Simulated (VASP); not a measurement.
Output of a VASP run:

### OSZICAR
```
       N       E                     dE             d eps       ncg     rms          rms(c)
DAV:   1     0.251548582499E+03    0.25155E+03   -0.18528E+04 15008   0.163E+03
DAV:   2    -0.146779269780E+02   -0.26623E+03   -0.25725E+03 19180   0.402E+02
DAV:   3    -0.264784502936E+02   -0.11801E+02   -0.11767E+02 18768   0.835E+01
DAV:   4    -0.271215723625E+02   -0.64312E+00   -0.64204E+00 24892   0.115E+01
DAV:   5    -0.271235317857E+02   -0.19594E-02   -0.19593E-02 17756   0.691E-01    0.816E+00
DAV:   6    -0.252812826757E+02    0.18422E+01   -0.78066E+00 16256   0.210E+01    0.387E+00
DAV:   7    -0.252555771014E+02    0.25706E-01   -0.22315E-01 20120   0.328E+00    0.246E+00
DAV:   8    -0.252463962029E+02    0.91809E-02   -0.63611E-02 16744   0.281E+00    0.271E-01
DAV:   9    -0.252462512209E+02    0.14498E-03   -0.13621E-02 19804   0.853E-01    0.123E-01
DAV:  10    -0.252464033769E+02   -0.15216E-03   -0.10867E-03 18880   0.265E-01    0.788E-02
DAV:  11    -0.252464565642E+02   -0.53187E-04   -0.26974E-04 17796   0.128E-01    0.346E-02
DAV:  12    -0.252464365584E+02    0.20006E-04   -0.11657E-04 16972   0.759E-02    0.320E-03
DAV:  13    -0.252464367146E+02   -0.15616E-06   -0.15292E-06 18016   0.101E-02    0.250E-03
DAV:  14    -0.252464364409E+02    0.27363E-06   -0.27003E-07 17376   0.419E-03    0.132E-03
DAV:  15    -0.252464364743E+02   -0.33341E-07   -0.32644E-08 19404   0.139E-03    0.411E-04
DAV:  16    -0.252464365004E+02   -0.26139E-07   -0.10926E-09 11976   0.297E-04    0.148E-04
DAV:  17    -0.252464365150E+02   -0.14537E-07   -0.42418E-10 11600   0.188E-04    0.513E-05
DAV:  18    -0.252464365212E+02   -0.62291E-08   -0.14974E-10 11396   0.102E-04    0.405E-05
DAV:  19    -0.252464365212E+02    0.34561E-10   -0.31745E-11 11376   0.429E-05
   1 F= -.25246437E+02 E0= -.25246437E+02  d E =-.986985E-16
```

### OUTCAR
```
------------------------ aborting loop because EDIFF is reached ----------------------------------------
  FORCE on cell =-STRESS in cart. coord.  units (eV):
  Direction    XX          YY          ZZ          XY          YZ          ZX
  --------------------------------------------------------------------------------------
  Total        0.1388363      0.1574906      0.3484751     -0.0009068      0.0027664      0.0043738
  in kB        3.5323634      4.0069787      8.8661294     -0.0230703      0.0703840      0.1112802
  external PRESSURE =       5.4684905 kB  Pullay stress =       0.0000000 kB
  volume of cell :       62.97
      direct lattice vectors                 reciprocal lattice vectors
     3.978470000  0.000000000  0.000000000     0.251352907  0.000000000  0.000000000
     0.000000000  3.978470000  0.000000000     0.000000000  0.251352907  0.000000000
     0.000000000  0.000000000  3.978470000     0.000000000  0.000000000  0.251352907
 POSITION                                       TOTAL-FORCE (eV/Angst)
 -----------------------------------------------------------------------------------
      1.98343      1.98442      1.98602         0.027482      0.017268     -0.020263
      0.01391      0.00550      3.94387        -0.130909     -0.056266      0.517852
      3.96361      1.98963      3.96261         0.054995      0.027665      0.055726
      1.99168      3.97287      0.02806         0.039782      0.017732     -0.049508
      0.00430      0.00452      2.01484         0.008649     -0.006398     -0.503807
 -----------------------------------------------------------------------------------
    total drift:                                0.000404     -0.000041     -0.000395
  FREE ENERGIE OF THE ION-ELECTRON SYSTEM (eV)
  ---------------------------------------------------
  free  energy   TOTEN  =       -25.2464365212 eV

  energy  without entropy=      -25.2464365212  energy(sigma->0) =      -25.24643652
```
(Selected blocks of OUTCAR.)

File POSCAR:
```
KMgF3
1
    3.9784700000     0.0000000000     0.0000000000
    0.0000000000     3.9784700000     0.0000000000
    0.0000000000     0.0000000000     3.9784700000
K Mg F
1 1 3
Direct
  0.4985420000   0.4987890000   0.4991910000
  0.0034960000   0.0013820000  -0.0086970000
 -0.0037340000   0.5001000000  -0.0039860000
  0.5006150000  -0.0014070000   0.0070540000
  0.0010810000   0.0011360000   0.5064370000
```

Write an INCAR and KPOINTS that could have produced this output.

This is not unique; one that fits is the input of the run itself, PBEsol GGA, plane waves, VASP's PBE PAW potentials (set 64).

File KPOINTS:
```
Automatic
0
G
 9 9 9
0 0 0
```

**INCAR**
```
GGA=PS
LREAL=.FALSE.   ! projection in real space or not
SYSTEM=KMgF3
LASPH=.TRUE.
ENCUT=560
LCHARG=.FALSE.
SIGMA=0.01   ! width (eV)
ISIF=2   ! forces and stress, cell fixed
LWAVE=.FALSE.
PREC=Accurate
ISMEAR=0
EDIFF=1E-09   ! SCF stop (eV)
NELM=100
ALGO=Normal
```

POTCAR, in this order: K_sv Mg F (PBE.64 set). Program: vasp_std.

The structure comes from a computed database's KMgF3 entry; how it stands against other phases isn't given here. The cell was not relaxed at this level, atoms are displaced from their ideal sites. The run is one of a series of settings (EDIFF = 1E-09, ENCUT = 560, KPOINTS 9×9×9 Γ-centred mesh against the base run), some of them coarse on purpose.
